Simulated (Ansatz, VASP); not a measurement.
## Hf (Hafnium): VASP beside Ansatz

Wanted: the spread between two codes on one cell, functional and k mesh. The cell is taken from a series of runs on this material, whose earlier steps may have relaxed, scaled, displaced or heated it; both programs get it as it stands.

Calculated with Ansatz 0.2.0; plane waves, with VASP 6.6.1 beside it; zone-centre phonons at LDA.

**1. The structure**

Symmetry: P6_3/mmc, No. 194, hexagonal system. The conventional cell has a = 3.183 Å, b = 3.183 Å, c = 4.869 Å, α = 90.00°, β = 90.00°, γ = 120.00°. Nearest to Hf lie 12 Hf at 3.05 to 3.18 Å.

**2. Ansatz: zone-centre phonons, LDA**

Ansatz runs on its PAW soft_1 files.

Second derivatives magnify differences that forces hide, and they need a tight electronic threshold.

input.yaml

```yaml
crystal:
  lattice:
    - [3.1830249038, 0.0, 0.0]
    - [-1.5915124519, 2.7565804276, 0.0]
    - [0.0, 0.0, 4.8694966648]
  atoms:
    - { symbol: Hf, position: [0.3333333333, 0.6666666667, 0.25] }
    - { symbol: Hf, position: [0.6666666667, 0.3333333333, 0.75] }
kpoints:
  mp_grid: { grid: [15, 15, 8] }
hamiltonian:
  xc: lda
  pseudopotentials: { kind: paw, azcp: { folder: soft_1 }, xc_functional: pbe }
scf:
  occupations: { method: methfessel_paxton, width: 0.2 }
output:
  eigenvalues: true
phonons:
  method: dfpt
```

Run with:

```bash
> ansatz run input.yaml --threads 4 --pin off --max-ram 10240MiB --backend cpu --events-out ev --progress --plain --runs-dir out
```

Numbers of over 12 decimals in the logs are rounded to 6 here.

The log of the run:

```text
zone centre: on kpoints.mp_grid the ground state, and the responses unless they are solved on pairs of k-points, stand on 320 of the mesh's 1800 k-points, reduced under 4 symmetry operations, with k and −k counted as one. Each operation leaves every solved displacement unchanged or reverses it
Engine: ansatz 0.2.0, aarch64-unknown-linux-gnu
Pseudopotentials: kind: paw
Pseudopotential: Hf, paw, valence charge 26, recommended cutoff 420 eV (normal), soft_1/Hf.paw.azcp
Functional definition: SPW92
  exchange = slater_x
  correlation = pw_c
Crystal: 2 atoms, lattice volume = 42.726 Å³
Basis set: ecut = 420 eV, 845 PW (Γ), exchange–correlation on 48×48×72 points (8 copies of the dense FFT grid, shifted against one another)
Bands: 32, of which v1, the nominal top of the filled ones, is band 26 counted from 1 (25 counted from 0)
Symmetry: 24 space group operations
k-points: 320 of 1800 (irreducible under 4 space group operations, time reversal used)
Non-local potential: Hf, projectors of the file, l = 0: 3, l = 1: 2, l = 2: 2, l = 3: 3
PAW form: soft (Blöchl's): semilocal exchange-correlation on the pseudo side does not see the compensation charge
PAW frozen core: Hf, regenerated for the run's functional, and the local potential with it (the file was generated under x = pbe(κ = 0.804, μ = 0.219515), c = pbe(β = 0.066725))
PAW one-centre angular grid: Hf, 590 points (default); XC on 64 Gauss nodes
Initial density: superposition of atomic densities (chi_scale 0.1, normalization cell)
Initial wavefunctions: pseudopotential atomic-orbital guess
Functional: x = slater, c = lda
SCF iter   1: F=—  HF=-30955.190856 eV  |F-HF|=—  |Δ(HF+E_count)|=         —  Δρ=3.38e-2  dr2=5.86e-1  ethr=3.10e-3  ⟨swp⟩=5.1  Hψ=35323  notcnv=0
preconditioner: auto → Kerker (q_TF=auto, 2.819 Å⁻¹)  [metal: Δε(μ)=0.038 eV  Ē_g=16.969 eV  σ=0.200 eV  W_gap=0.16  n_scr=22 (ndim 8)  ℏωp=39.4 eV  f_vac=0.000  D(μ)=1.09/eV (n_scr^D=2)]
SCF iter   2: F=—  HF=-30955.057133 eV  |F-HF|=—  |Δ(HF+E_count)|=   1.34e-1  S|Δr|=    0.00e0  Δρ=2.13e-2  dr2=2.32e-1  ethr=1.13e-3  ⟨swp⟩=2.2  Hψ=16598  notcnv=0  defer=31
SCF iter   3: F=—  HF=-30955.000192 eV  |F-HF|=—  |Δ(HF+E_count)|=   5.69e-2  S|Δr|=    0.00e0  Δρ=7.89e-3  dr2=3.09e-2  ethr=4.47e-4  ⟨swp⟩=2.0  Hψ=16106  notcnv=0  defer=45
SCF iter   4: F=—  HF=-30954.962417 eV  |F-HF|=—  |Δ(HF+E_count)|=   3.78e-2  S|Δr|=    0.00e0  Δρ=3.15e-3  dr2=2.17e-3  ethr=5.95e-5  ⟨swp⟩=2.1  Hψ=18557  notcnv=0  defer=45
SCF iter   5: F=—  HF=-30954.963337 eV  |F-HF|=—  |Δ(HF+E_count)|=   9.20e-4  S|Δr|=    0.00e0  Δρ=7.45e-4  dr2=2.36e-4  ethr=4.17e-6  ⟨swp⟩=2.8  Hψ=17969  notcnv=0  defer=45
SCF iter   6: F=—  HF=-30954.963520 eV  |F-HF|=—  |Δ(HF+E_count)|=   1.83e-4  S|Δr|=    0.00e0  Δρ=1.55e-4  dr2=9.83e-6  ethr=4.54e-7  ⟨swp⟩=2.1  Hψ=18545  notcnv=0  defer=45
SCF iter   7: F=—  HF=-30954.963530 eV  |F-HF|=—  |Δ(HF+E_count)|=   1.02e-5  S|Δr|=    0.00e0  Δρ=3.49e-5  dr2=6.30e-7  ethr=1.89e-8  ⟨swp⟩=2.4  Hψ=18982  notcnv=0  defer=45
SCF iter   8: F=—  HF=-30954.963530 eV  |F-HF|=—  |Δ(HF+E_count)|=   8.97e-8  S|Δr|=    0.00e0  Δρ=6.73e-6  dr2=2.44e-8  ethr=1.21e-9  ⟨swp⟩=2.4  Hψ=14536  notcnv=0  defer=148
SCF iter   9: F=—  HF=-30954.963530 eV  |F-HF|=—  |Δ(HF+E_count)|=   6.52e-9  S|Δr|=    0.00e0  Δρ=1.45e-6  dr2=7.40e-10  ethr=4.70e-11  ⟨swp⟩=2.5  Hψ=18608  notcnv=0  defer=148
SCF iter  10: F=—  HF=-30954.963530 eV  |F-HF|=—  |Δ(HF+E_count)|=  3.27e-11  S|Δr|=    0.00e0  Δρ=2.34e-7  dr2=2.03e-11  ethr=1.42e-12  ⟨swp⟩=2.6  Hψ=18233  notcnv=0  defer=148
SCF iter  11: F=-30954.963530 eV  HF=-30954.963530 eV  |F-HF|=1.09e-11  |Δ(HF+E_count)|=  7.28e-12  S|Δr|=    0.00e0  Δρ=8.27e-8  dr2=1.40e-12  ethr=1.00e-12  ⟨swp⟩=11.0  Hψ=64418  notcnv=0
the search or the solves at the SCF's close seem to have found levels that the self-consistency loop had missed (the run counts 2). By its estimate they hold under 1e-12 electrons; where the run keeps them, the occupations were computed again with them
SCF 1 converged in 11 iterations: F = -30954.963530 eV  dr2 = 1.40e-12
  greatest PAW one-centre occupation: 0.998 electrons in one spin orbital (limit 2), on the Hf atom at site 1 (counted from 0), in its partial waves of l = 3
DFPT response loops at Γ: preconditioner auto → Kerker (q_TF=auto, 2.819 Å⁻¹) (partly filled bands, converged f_vac=0.000); β = 1.00, the filter's whole step (`scf.mixing.beta` (0.50) is not read by the response loops under this deck's `scf.mixing.preconditioner`; to damp them name `kerker` or `kerker_dos`, under which they read `scf.mixing.beta`, and type it under 1.00, their step now; both keys bind the ground state too); Broyden in place of MSR1
SCF converged after 11 iterations
Stability not checked: this state was not tested for a lower state beside it, because cold or Methfessel-Paxton smearing, or corrected tetrahedra, fill the levels in a way that the test cannot read (fill_not_monotonic; see scf.lower_state_search)
Free energy (F): -30954.963530 eV
Harris-Foulkes:  -30954.963530 eV  (|F-HF|=1.09e-11)
Internal energy: -30954.969426 eV  (E = F + TS)
E sigma→0 (E₀):  -30954.965004 eV
Entropy (-TS):   0.005896 eV (2.948 meV/atom)
Fermi energy:    18.795790 eV
--- Per-component energies (eV) ---
  E_band       = 15.699605
  E_kinetic    = 822.818250
  E_local      = -12417.321256  (includes V_loc(G=0)·N_el)
  E_nonlocal   = 142.890382
  E_hartree    = 6055.418550
  E_xc         = -530.158323
  E_vxc        = -511.627973  (∫ρ·V_xc dr)
  E_paw        = -14907.325941  (= ΣΔE_a)
  E_vpaw       = -131.897108  (= ΣTr[D̂ρ^β])
  E_aug_tail   = 0.000221  (compensation charges beyond the density's cutoff)
  E_ewald      = -10126.205486
  E_core_change = 4.914176  (= ΣΔE_core)
  E_smearing   = 0.005896  (= −TS)
  E_closure    = -0.000000  (closes the sum)
  Σ components = -30954.963530   (vs F -30954.963530, Δ=0.00e0)
--- Band table (eV; the first three rows and the last of 320) ---
  k-point 0: bands = [... 22 lower, 11.2585, 14.9672, 19.7961, 19.7961, 20.0000, 20.5097, 20.7538, 20.7538, ... 2 higher]
  k-point 1: bands = [... 22 lower, 11.4195, 14.9220, 19.6712, 19.6712, 19.7155, 20.3671, 20.5992, 20.5992, ... 2 higher]
  k-point 2: bands = [... 22 lower, 11.8833, 14.7126, 19.1825, 19.5051, 19.5051, 19.9838, 20.2468, 20.2468, ... 2 higher]
  k-point 319: bands = [... 22 lower, 15.7818, 15.7818, 17.9782, 17.9782, 18.7369, 18.7369, 20.9740, 20.9740, ... 2 higher]
--- Phonons (Γ-DFPT): 2 representative perturbations + reference, on 320 of 1800 k-points (Σ response iterations 6) ---
  k mesh reduced under 4 symmetry operations, with k and −k counted as one. Each operation leaves every solved displacement unchanged or reverses it
  ASR residual: 3.719e-5 → 0.000e0 eV/Å²; symmetrization residual: 4.539e-12 eV/Å²
  ASR residual per site (eV/Å²): 3.72e-5 3.72e-5
  Γ frequencies (cm⁻¹): 0.00 0.00 0.00 78.91 78.91 123.49
  non-analytic LO–TO correction: not included (Born effective charges unavailable; polar crystals: no LO–TO splitting at Γ)
```

**3. VASP: zone-centre phonons, LDA**

The same cell, functional (in two slightly different forms), mesh and smearing now go to VASP, with its own data sets.

Lines of VASP's logs that name or quote its potential files are left out, and so is its time.

INCAR

```
SYSTEM = Hf
PREC = Accurate
ENCUT = 500
EDIFF = 1E-08
NELM = 120
ISMEAR = 1
SIGMA = 0.2
LREAL = .FALSE.
ALGO = Normal
GGA = CA
NBANDS = 16
LASPH = .TRUE.
LORBIT = 11
LWAVE = .FALSE.
LCHARG = .FALSE.
ISIF = 2
IBRION = 8
GGA_COMPAT = .FALSE.
KPAR = 2
```

POSCAR

```
Hf
1.0
    3.1830249038      0.0000000000      0.0000000000
   -1.5915124519      2.7565804276      0.0000000000
    0.0000000000      0.0000000000      4.8694966648
Hf
2
Direct
    0.3333333333      0.6666666667      0.2500000000
    0.6666666667      0.3333333333      0.7500000000
```

KPOINTS

```
Automatic mesh
0
Gamma
15 15 8
0 0 0
```

Potentials, in the order of the species: Hf_pv (LDA family, release 64).

Run with:

```bash
> mpirun -np 2 vasp_std
```

The log of the run:

```text
[banner, memory and clock lines left out]
running    2 mpi-ranks, on    1 nodes
 distrk:  each k-point on    1 cores,    2 groups
 distr:  one band on    1 cores,    1 groups

 POSCAR found type information on POSCAR Hf
 POSCAR found :  1 types and       2 ions
 LDA part: xc-table for (Slater(with rela. corr.)+CA(PZ))
 , standard interpolation
 POSCAR, INCAR and KPOINTS ok, starting setup
 FFT: planning ... GRIDC
 FFT: planning ... GRID_SOFT
 FFT: planning ... GRID
 WAVECAR not read
 entering main loop
       N       E                     dE             d eps       ncg     rms          rms(c)
DAV:   1     0.453741311887E+02    0.45374E+02   -0.11467E+04  4336   0.116E+03
DAV:   2    -0.206230033533E+02   -0.65997E+02   -0.64482E+02  5792   0.246E+02
DAV:   3    -0.220946103210E+02   -0.14716E+01   -0.14603E+01  5736   0.257E+01
DAV:   4    -0.221053954452E+02   -0.10785E-01   -0.10783E-01  5424   0.266E+00
DAV:   5    -0.221055304906E+02   -0.13505E-03   -0.13504E-03  5592   0.245E-01    0.671E+01
DAV:   6    -0.215671867575E+02    0.53834E+00   -0.47516E-01  5152   0.452E+00    0.395E+01
DAV:   7    -0.213773757139E+02    0.18981E+00   -0.75653E-01  5304   0.549E+00    0.191E+00
DAV:   8    -0.213679700482E+02    0.94057E-02   -0.47345E-02  4800   0.151E+00    0.332E-01
DAV:   9    -0.213680546216E+02   -0.84573E-04   -0.10192E-03  5968   0.233E-01    0.181E-01
DAV:  10    -0.213680494473E+02    0.51743E-05   -0.47893E-05  5040   0.492E-02    0.192E-01
DAV:  11    -0.213680464555E+02    0.29918E-05   -0.46320E-06  6040   0.141E-02    0.795E-03
DAV:  12    -0.213680464279E+02    0.27639E-07   -0.39685E-07  5096   0.422E-03    0.752E-03
DAV:  13    -0.213680464133E+02    0.14531E-07   -0.38261E-08  5248   0.139E-03    0.924E-04
DAV:  14    -0.213680464134E+02   -0.30468E-10   -0.12974E-09  3136   0.305E-04
   1 F= -.21368046E+02 E0= -.21369939E+02  d E =0.567861E-02
 Linear response reoptimize wavefunctions to high precision
DAV:   1    -0.213680464132E+02    0.20145E-09   -0.16693E-10  3400   0.111E-04
DAV:   2    -0.213680464132E+02   -0.22510E-10   -0.24118E-11  2872   0.406E-05
 Linear response DOF=           2
 Linear response progress:
  Degree of freedom:   1/  2
       N       E                     dE             d eps       ncg     rms          rms(c)
RMM:   1    -0.199687423619E+00   -0.19969E+00    0.45844E+00 18589   0.118E+01
RMM:   2    -0.204951724148E+00   -0.52643E-02   -0.37938E-02 27691   0.121E+00    0.612E-01
RMM:   3    -0.204236796964E+00    0.71493E-03   -0.43366E-03 34602   0.255E-01    0.122E-01
RMM:   4    -0.203904136540E+00    0.33266E-03   -0.48679E-04 41209   0.880E-02    0.196E-01
RMM:   5    -0.203541146543E+00    0.36299E-03   -0.42088E-05 38176   0.351E-02    0.146E-02
RMM:   6    -0.203450611757E+00    0.90535E-04   -0.39361E-05 42485   0.139E-02    0.318E-02
RMM:   7    -0.203458071336E+00   -0.74596E-05   -0.45020E-05 38287   0.577E-03    0.346E-02
RMM:   8    -0.203448412490E+00    0.96588E-05   -0.12854E-05 38808   0.226E-03    0.910E-03
RMM:   9    -0.203448106799E+00    0.30569E-06   -0.11934E-05 42438   0.750E-04    0.321E-03
RMM:  10    -0.203448104297E+00    0.25019E-08   -0.60772E-06 41355   0.320E-04    0.286E-04
RMM:  11    -0.203448085184E+00    0.19113E-07   -0.34851E-06 42812   0.158E-04    0.471E-04
RMM:  12    -0.203448076374E+00    0.88097E-08   -0.18028E-06 41025   0.742E-05    0.200E-05
RMM:  13    -0.203448120374E+00   -0.44000E-07   -0.10048E-06 40284   0.488E-05    0.548E-05
RMM:  14    -0.203448128612E+00   -0.82380E-08   -0.48251E-07 39000   0.348E-05    0.357E-05
RMM:  15    -0.203448132852E+00   -0.42406E-08   -0.26384E-07 34851   0.289E-05    0.204E-05
RMM:  16    -0.203448139271E+00   -0.64186E-08   -0.12925E-07 32265   0.259E-05    0.742E-07
RMM:  17    -0.203448140538E+00   -0.12671E-08   -0.69069E-08 27351   0.241E-05    0.429E-06
 first order change of Fermi-energy  -0.25609E-05
 force on displaced ion       1 direction 1 :  -2.017  -0.000   0.000
 Linear response progress:
  Degree of freedom:   2/  2
       N       E                     dE             d eps       ncg     rms          rms(c)
RMM:   1    -0.237739730766E+00   -0.23774E+00    0.49157E+00  6405   0.122E+01
RMM:   2    -0.247840012081E+00   -0.10100E-01   -0.43459E-02  9555   0.124E+00    0.748E-01
RMM:   3    -0.247203201681E+00    0.63681E-03   -0.40295E-03 11165   0.278E-01    0.231E-01
RMM:   4    -0.246943459808E+00    0.25974E-03    0.29838E-06 13291   0.958E-02    0.208E-01
RMM:   5    -0.246720517494E+00    0.22294E-03   -0.79908E-06 13085   0.444E-02    0.477E-02
RMM:   6    -0.246648588832E+00    0.71929E-04    0.16686E-05 11333   0.179E-02    0.420E-02
RMM:   7    -0.246673338808E+00   -0.24750E-04    0.19295E-05 12510   0.714E-03    0.854E-03
RMM:   8    -0.246672535971E+00    0.80284E-06    0.18661E-05 13775   0.275E-03    0.233E-03
RMM:   9    -0.246665718528E+00    0.68174E-05    0.10307E-05 13248   0.129E-03    0.170E-03
RMM:  10    -0.246665326210E+00    0.39232E-06    0.38093E-06 12798   0.564E-04    0.458E-04
RMM:  11    -0.246665327942E+00   -0.17317E-08    0.19711E-06 13425   0.225E-04    0.903E-05
RMM:  12    -0.246665190967E+00    0.13697E-06    0.21121E-06 13874   0.907E-05    0.469E-05
RMM:  13    -0.246665361298E+00   -0.17033E-06   -0.16798E-07 13600   0.518E-05    0.329E-05
RMM:  14    -0.246665268765E+00    0.92533E-07    0.56323E-07 13968   0.359E-05    0.644E-06
[...]
RMM:  19    -0.246665378419E+00   -0.15118E-07   -0.85766E-07  8529   0.205E-05    0.298E-07
RMM:  20    -0.246665381333E+00   -0.29139E-08   -0.87221E-07  7803   0.202E-05    0.390E-07
RMM:  21    -0.246665393053E+00   -0.11719E-07   -0.10163E-06  7457   0.201E-05    0.129E-07
RMM:  22    -0.246665396474E+00   -0.34216E-08   -0.10354E-06  7056   0.200E-05    0.241E-07
RMM:  23    -0.246665397698E+00   -0.12236E-08   -0.10606E-06  6746   0.199E-05    0.125E-07
RMM:  24    -0.246665410196E+00   -0.12499E-07   -0.11723E-06  6568   0.199E-05    0.116E-07
RMM:  25    -0.246665412109E+00   -0.19131E-08   -0.12054E-06  6301   0.199E-05    0.131E-07
RMM:  26    -0.246665414171E+00   -0.20612E-08   -0.12083E-06  6138   0.199E-05    0.120E-07
 first order change of Fermi-energy  -0.14405E-03
 force on displaced ion       1 direction 3 :   0.000  -0.000  -4.950
 Linear response finished
```

(Part 1 of 2 ends here.)

[Lines on the potential files, build, host, timing and source positions are cut from VASP's logs without a mark.]

[Logs are printed without paths, hosts, clocks, repeated set-up lines and the standing remarks that a program may print on its own settings, such as how far it seeks lower states.]

[Hosts, paths, dates, database ids (printed as entryN), source tags and the programs' standing remarks are cut or masked in the printed files.]
